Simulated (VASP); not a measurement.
# BAs (F-43m) in VASP: Born charges and dielectric tensor with PBE

Aim: the Born charges and dielectric tensor of BAs with PBE.

All numbers are computed with VASP 6.6.1; they aren't measurements. Logs are shortened: lines on timing, memory, paths and dates and some standing lists are left out, and cuts for length are marked.

## (1) The structure

The structure is cubic, space group F-43m (No. 216). The conventional cell has a = 4.809 Å, b = 4.809 Å, c = 4.809 Å, α = 90.00°, β = 90.00°, γ = 90.00°. B (site symmetry -43m) has 4 As at 2.08 Å as nearest neighbours. As (site symmetry -43m) is surrounded by 4 B at 2.08 Å.

## (2) Born charges and dielectric tensor, PBE

INCAR reads:

```
PREC = Accurate
ENCUT = 520
EDIFF = 1E-8
ISMEAR = 0
SIGMA = 0.02
LREAL = F
LASPH = T
NELM = 60
ALGO = Fast
ISIF = 2
LWAVE = F
LCHARG = F
GGA = PE
LEPSILON = T
IBRION = 8
NSW = 1
```

KPOINTS reads:

```
Automatic mesh
0
Gamma
  10 10 10
```

POSCAR reads:

```
BAs
1.0
    0.0000000000      2.4045500000      2.4045500000
    2.4045500000      0.0000000000      2.4045500000
    2.4045500000      2.4045500000      0.0000000000
B As
1 1
Direct
    0.0000000000      0.0000000000      0.0000000000
    0.2500000000      0.2500000000      0.2500000000
```

Potentials or basis: VASP PAW PBE potentials, release 64 (B, As).

Command:

```
$ cat potpaw_PBE.64/B/POTCAR potpaw_PBE.64/As/POTCAR > POTCAR
$ mpirun -np 1 vasp_std > vasp.out
```

OUTCAR:

```text
PREC = Accurate
   ENCUT = 520
   EDIFF = 1E-8
   ISMEAR = 0
   LREAL = F
   LASPH = T
   NELM = 60
   ISIF = 2
   GGA = PE
   LEPSILON = T
   IBRION = 8
   NSW = 1

 ion  position               nearest neighbor table
   1  0.000  0.000  0.000-   2 2.08   2 2.08   2 2.08   2 2.08
   2  0.250  0.250  0.250-   1 2.08   1 2.08   1 2.08   1 2.08

  LATTYP: Found a face centered cubic cell.
 ALAT       =     4.8091000000

  Lattice vectors:

 A1 = (   0.0000000000,   2.4045500000,   2.4045500000)
 A2 = (   2.4045500000,   0.0000000000,   2.4045500000)
 A3 = (   2.4045500000,   2.4045500000,   0.0000000000)

Analysis of symmetry for initial positions (statically):
=====================================================================
 Subroutine PRICEL returns:
 Original cell was already a primitive cell.

 Routine SETGRP: Setting up the symmetry group for a
 face centered cubic supercell.

 Subroutine GETGRP returns: Found 24 space group operations
 (whereof 24 operations were pure point group operations)
 out of a pool of 48 trial point group operations.

The static configuration has the point symmetry T_d .

Analysis of symmetry for dynamics (positions and initial velocities):
=====================================================================
 Subroutine PRICEL returns:
 Original cell was already a primitive cell.

 Routine SETGRP: Setting up the symmetry group for a
 face centered cubic supercell.

 Subroutine GETGRP returns: Found 24 space group operations
 (whereof 24 operations were pure point group operations)
 out of a pool of 48 trial point group operations.

The dynamic configuration has the point symmetry T_d .

 Subroutine INISYM returns: Found 24 space group operations
 (whereof 24 operations are pure point group operations),
 and found     1 'primitive' translations

----------------------------------------------------------------------------------------
[... 499 lines left out ...]
     0.00000 -6.38427 -0.00048

 MACROSCOPIC STATIC DIELECTRIC TENSOR (including local field effects in DFT)
 ------------------------------------------------------
           9.968100     0.000000     0.000000
           0.000000     9.968100     0.000000
          -0.000000    -0.000000     9.968100
 ------------------------------------------------------

 PIEZOELECTRIC TENSOR (including local field effects)  for field in x, y, z        (e  Angst)
          XX          YY          ZZ          XY          YZ          ZX
  --------------------------------------------------------------------------------
  x    -0.00000     0.00000    -0.00000     0.00000     0.11826     0.00000
  y    -0.00000     0.00000     0.00000     0.00000     0.00000     0.11826
  z    -0.00000    -0.00000    -0.00000     0.11826     0.00000     0.00000

 PIEZOELECTRIC TENSOR (including local field effects)  for field in x, y, z        (C/m^2)
          XX          YY          ZZ          XY          YZ          ZX
  --------------------------------------------------------------------------------
  x    -0.00000     0.00000    -0.00000     0.00000     0.06814     0.00000
  y    -0.00000     0.00000     0.00000     0.00000     0.00000     0.06814
  z    -0.00000    -0.00000    -0.00000     0.06814     0.00000     0.00000

 BORN EFFECTIVE CHARGES (including local field effects) (in |e|, cummulative output)
 ---------------------------------------------------------------------------------
 ion    1
    1    -0.47188     0.00000     0.00000
    2     0.00000    -0.47188     0.00000
    3     0.00000     0.00000    -0.47188
 ion    2
    1     0.47188     0.00000     0.00000
    2     0.00000     0.47188     0.00000
    3     0.00000     0.00000     0.47188

 INTERNAL STRAIN TENSOR FOR ION    2 for displacements in x,y,z  (eV/Angst):
          X           Y           Z          XY          YZ          ZX
  --------------------------------------------------------------------------------
  x     0.00000    -0.00000    -0.00000     0.00000    -6.38427     0.00000
  y    -0.00000     0.00000    -0.00000     0.00000     0.00000    -6.38427
  z    -0.00000    -0.00000     0.00000    -6.38427     0.00000     0.00000

 SECOND DERIVATIVES (NOT SYMMETRIZED)
 ------------------------------------
               1X          1Y          1Z          2X          2Y          2Z
  1X   -16.167032    0.000000    0.000000   16.167032    0.000000    0.000000
  1Y     0.000000  -16.167032    0.000000    0.000000   16.167032    0.000000
  1Z     0.000000    0.000000  -16.167032    0.000000    0.000000   16.167032
  2X    16.168922    0.000000    0.000000  -16.168922    0.000000    0.000000
  2Y     0.000000   16.168922    0.000000    0.000000  -16.168922    0.000000
  2Z     0.000000    0.000000   16.168922    0.000000    0.000000  -16.168922

 Eigenvectors and eigenvalues of the dynamical matrix
 ----------------------------------------------------

   1 f  =   20.450573 THz   128.494739 2PiTHz  682.157681 cm-1    84.576735 meV
             X         Y         Z           dx          dy          dz
      0.000000  0.000000  0.000000     0.934819    0.000000    0.000000
      1.202275  1.202275  1.202275    -0.355125    0.000000    0.000000
[... 21 lines left out ...]
   6 f/i=    0.000397 THz     0.002493 2PiTHz    0.013232 cm-1     0.001641 meV
             X         Y         Z           dx          dy          dz
      0.000000  0.000000  0.000000     0.346626    0.068170   -0.036295
      1.202275  1.202275  1.202275     0.912445    0.179448   -0.095541

--------------------------------------------------------------------------------------------------------

 MACROSCOPIC STATIC DIELECTRIC TENSOR IONIC CONTRIBUTION
 ------------------------------------------------------
           0.089626     0.000000     0.000000
           0.000000     0.089626     0.000000
           0.000000     0.000000     0.089626
 ------------------------------------------------------

 ELASTIC MODULI CONTR FROM IONIC RELAXATION (kBar)
 Direction    XX          YY          ZZ          XY          YZ          ZX
 --------------------------------------------------------------------------------
 XX          -0.0000     -0.0000     -0.0000     -0.0000      0.0000      0.0000
 YY          -0.0000     -0.0000     -0.0000     -0.0000     -0.0000      0.0000
 ZZ          -0.0000     -0.0000     -0.0000      0.0000     -0.0000      0.0000
 XY          -0.0000     -0.0000      0.0000   -153.0000      0.0000      0.0000
 YZ           0.0000     -0.0000     -0.0000      0.0000   -153.0000      0.0000
 ZX           0.0000      0.0000      0.0000      0.0000      0.0000   -153.0000
 --------------------------------------------------------------------------------

 PIEZOELECTRIC TENSOR IONIC CONTR  for field in x, y, z        (C/m^2)
          XX          YY          ZZ          XY          YZ          ZX
  --------------------------------------------------------------------------------
  x     0.00000    -0.00000    -0.00000     0.00000    -0.11019     0.00000
  y     0.00000     0.00000     0.00000     0.00000     0.00000    -0.11019
  z    -0.00000    -0.00000     0.00000    -0.11019     0.00000     0.00000
```

It took 4.6 min on 1 thread of Intel Xeon Platinum 8488C (Sapphire Rapids), shared host; peak memory 0.25 GiB.

Results:

```
Band gap on the k mesh                                  : 1.20 eV, indirect (least direct gap 3.25 eV)
Electronic dielectric tensor (diagonal)                 : 9.97
Born charges (mean of the diagonal)                     : B -0.47; As +0.47 e
Highest phonon frequency at Γ, LO-TO splitting left out : 682 cm⁻¹
```

Phonon frequencies in cm⁻¹ (negative: imaginary):
| q point | frequencies |
| --- | --- |
| (0.000, 0.000, 0.000) | 0 0 0 682 682 682 |

Electronic dielectric tensor:
```
9.97 0.00 0.00
0.00 9.97 0.00
0.00 0.00 9.97
```

Born effective charge tensors (e):
atom 1, B
```
-0.47  0.00  0.00
 0.00 -0.47  0.00
 0.00  0.00 -0.47
```
atom 2, As
```
0.47 0.00 0.00
0.00 0.47 0.00
0.00 0.00 0.47
```
